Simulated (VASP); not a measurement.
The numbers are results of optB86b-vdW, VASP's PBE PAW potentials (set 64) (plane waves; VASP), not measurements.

Input for VASP

### POSCAR
```
Si
1
    0.0000000000     2.7276982439     2.7276982439
    2.7276982439     0.0000000000     2.7276982439
    2.7276982439     2.7276982439     0.0000000000
Si
2
Direct
  0.0000000000   0.0000000000   0.0000000000
  0.2500000000   0.2500000000   0.2500000000
```

KPOINTS:
```
Automatic mesh
0
Gamma
8 8 8
0 0 0
```

**INCAR**
```
SYSTEM = Si
PREC = Accurate; ENCUT = 520; LREAL = .False.
LASPH = .True.
EDIFF = 1E-7; NELM = 100; ALGO = Normal
ISMEAR = 0; SIGMA = 0.05
GGA = MK; LUSE_VDW = .True.; AGGAC = 0.0
PARAM1 = 0.1234; PARAM2 = 1.0
ISIF = 2
LWAVE = .False.; LCHARG = .False.
```

POTCAR, in this order: Si (PBE.64 set). Program: vasp_std.

The run wrote:

### OUTCAR
```
 ion  position               nearest neighbor table
   1  0.000  0.000  0.000-   2 2.36   2 2.36   2 2.36   2 2.36
   2  0.250  0.250  0.250-   1 2.36   1 2.36   1 2.36   1 2.36
  LATTYP: Found a face centered cubic cell.
 ALAT       =     5.4553964878
 Subroutine PRICEL returns:
 Original cell was already a primitive cell.
 Subroutine GETGRP returns: Found 48 space group operations
The static configuration has the point symmetry T_d .
 The point group associated with its full space group is O_h .
The dynamic configuration has the point symmetry T_d .
 Subroutine INISYM returns: Found 48 space group operations
 Subroutine IBZKPT returns following result:
 Found     29 irreducible k-points:

 Following reciprocal coordinates:
            Coordinates               Weight
  0.000000  0.000000  0.000000      1.000000
  0.125000  0.000000  0.000000      8.000000
  0.250000  0.000000  0.000000      8.000000
  0.375000  0.000000  0.000000      8.000000
  0.500000  0.000000  0.000000      4.000000
  0.125000  0.125000  0.000000      6.000000
  0.250000  0.125000  0.000000     24.000000
  0.375000  0.125000  0.000000     24.000000
...
```

**OSZICAR**
```
       N       E                     dE             d eps       ncg     rms          rms(c)
DAV:   1     0.102648474891E+02    0.10265E+02   -0.31995E+03   464   0.758E+02
DAV:   2    -0.849895628579E+01   -0.18764E+02   -0.18101E+02   736   0.831E+01
DAV:   3    -0.875071056355E+01   -0.25175E+00   -0.25175E+00   576   0.121E+01
DAV:   4    -0.875202311866E+01   -0.13126E-02   -0.13126E-02   728   0.998E-01
DAV:   5    -0.875202514179E+01   -0.20231E-05   -0.20226E-05   592   0.293E-02    0.458E+00
DAV:   6    -0.865423889130E+01    0.97786E-01   -0.82755E-02   520   0.153E+00    0.284E+00
DAV:   7    -0.860872094021E+01    0.45518E-01   -0.17568E-01   584   0.228E+00    0.222E-01
DAV:   8    -0.860945250979E+01   -0.73157E-03   -0.51928E-03   568   0.509E-01    0.651E-02
DAV:   9    -0.860947973811E+01   -0.27228E-04   -0.20250E-04   656   0.102E-01    0.592E-02
DAV:  10    -0.860950978426E+01   -0.30046E-04   -0.61739E-05   536   0.627E-02    0.355E-02
DAV:  11    -0.860950957491E+01    0.20935E-06   -0.11103E-06   616   0.907E-03    0.529E-03
DAV:  12    -0.860950957662E+01   -0.17138E-08   -0.42856E-08   576   0.196E-03
   1 F= -.86095096E+01 E0= -.86095096E+01  d E =-.330321E-11
```

File OUTCAR:
```
------------------------ aborting loop because EDIFF is reached ----------------------------------------
  FORCE on cell =-STRESS in cart. coord.  units (eV):
  Direction    XX          YY          ZZ          XY          YZ          ZX
  --------------------------------------------------------------------------------------
  Total        0.0012584      0.0012584      0.0012584     -0.0000000     -0.0000000     -0.0000000
  in kB        0.0496734      0.0496734      0.0496734     -0.0000000     -0.0000000     -0.0000000
  external PRESSURE =       0.0496734 kB  Pullay stress =       0.0000000 kB
  volume of cell :       40.59
      direct lattice vectors                 reciprocal lattice vectors
     0.000000000  2.727698244  2.727698244    -0.183304734  0.183304734  0.183304734
     2.727698244  0.000000000  2.727698244     0.183304734 -0.183304734  0.183304734
     2.727698244  2.727698244  0.000000000     0.183304734  0.183304734 -0.183304734
 POSITION                                       TOTAL-FORCE (eV/Angst)
 -----------------------------------------------------------------------------------
      0.00000      0.00000      0.00000         0.000000     -0.000000     -0.000000
      1.36385      1.36385      1.36385        -0.000000      0.000000      0.000000
 -----------------------------------------------------------------------------------
    total drift:                               -0.000000     -0.000000     -0.000000
  FREE ENERGIE OF THE ION-ELECTRON SYSTEM (eV)
  ---------------------------------------------------
  free  energy   TOTEN  =        -8.6095095766 eV

  energy  without entropy=       -8.6095095766  energy(sigma->0) =       -8.60950958
```
(Selected blocks of OUTCAR.)

OUTCAR:
```
 val. band max:        5.6554934407   @ k =   0.0000   0.0000   0.0000

 cond. band min:       6.3111574097   @ k =   0.3750   0.3750   0.0000


 Fermi energy:         5.8660184628

 k-point     1 :       0.0000    0.0000    0.0000
  band No.  band energies     occupation
      1      -6.1867      2.00000
      2       5.6555      2.00000
      3       5.6555      2.00000
      4       5.6555      2.00000
      5       8.2361      0.00000
      6       8.2361      0.00000
      7       8.2361      0.00000
      8       8.9018      0.00000

 k-point     2 :       0.1250    0.0000    0.0000
  band No.  band energies     occupation
      1      -5.9850      2.00000
      2       4.0717      2.00000
      3       5.3728      2.00000
      4       5.3728      2.00000
      5       8.1422      0.00000
      6       8.6530      0.00000
      7       8.6530      0.00000
      8      10.2682      0.00000

 k-point     3 :       0.2500    0.0000    0.0000
  band No.  band energies     occupation
      1      -5.3969      2.00000
      2       1.7693      2.00000
      3       4.9091      2.00000
      4       4.9091      2.00000
      5       7.6621      0.00000
      6       9.1713      0.00000
      7       9.1713      0.00000
      8      12.4725      0.00000

 k-point     4 :       0.3750    0.0000    0.0000
  band No.  band energies     occupation
      1      -4.5156      2.00000
      2      -0.2258      2.00000
      3       4.5855      2.00000
      4       4.5855      2.00000
      5       7.2982      0.00000
      6       9.1299      0.00000
      7       9.1299      0.00000
      8      13.5104      0.00000

 k-point     5 :       0.5000    0.0000    0.0000
  band No.  band energies     occupation
      1      -3.8892      2.00000
      2      -1.2324      2.00000
      3       4.4745      2.00000
      4       4.4745      2.00000
      5       7.1703      0.00000
      6       9.0241      0.00000
      7       9.0241      0.00000
...
```

The compound is Si in the diamond structure. It was relaxed first.
